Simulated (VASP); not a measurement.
Consider the following.

```yaml
crystal:
  lattice:
    - [0.00000, 2.23997, 2.23997]
    - [2.23997, 0.00000, 2.23997]
    - [2.23997, 2.23997, 0.00000]
  atoms:
    - { symbol: Si, position: [0.00000, 0.00000, 0.00000] }
    - { symbol: C, position: [0.25000, 0.25000, 0.25000] }
```

Method: revPBE GGA, VASP's PBE PAW potentials (set 64) (plane waves; VASP). Numerical set-up: 520 eV cut-off, 10×10×10 Γ-centred mesh, Gaussian smearing of 0.050 eV, potentials Si C.

Question: Give the stress tensor in GPa (positive for a compressed cell).

Answer: 
```
-10.77    0.00    0.00
  0.00  -10.77    0.00
  0.00    0.00  -10.77
```
The pressure is its mean diagonal, -10.77 GPa.

The compound is SiC in the zinc blende structure. This cell is one point of a volume scan, at 1.06 of the reference volume.
